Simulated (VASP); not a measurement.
Here is the system:

```
MgSe
1.0
    0.00000     2.67231     2.67231
    2.67231     0.00000     2.67231
    2.67231     2.67231     0.00000
Mg Se
1 1
Direct
  0.00000   0.00000   0.00000
  0.50000   0.50000   0.50000
```

These are PBE GGA with D3 dispersion (zero damping), VASP's PBE PAW potentials (set 64) (plane waves; VASP 6.6.1) values and carry that method's errors. Run with 520 eV cut-off, 8×8×8 Γ-centred mesh, Gaussian smearing of 0.050 eV, potentials Mg Se.

Problem. Predict the energy per atom (σ→0), pressure, band gap (on the k-mesh) with the smallest direct gap where there is one.

Solution. 
```yaml
band gap (on the k-mesh): 1.90 eV
smallest direct gap (on the k-mesh): 3.01 eV
energy per atom (σ→0): -4.008 eV/atom
pressure: 4.69 GPa
```

The compound is MgSe in the rock salt structure. This cell is one point of a volume scan, at 0.94 of the reference volume.
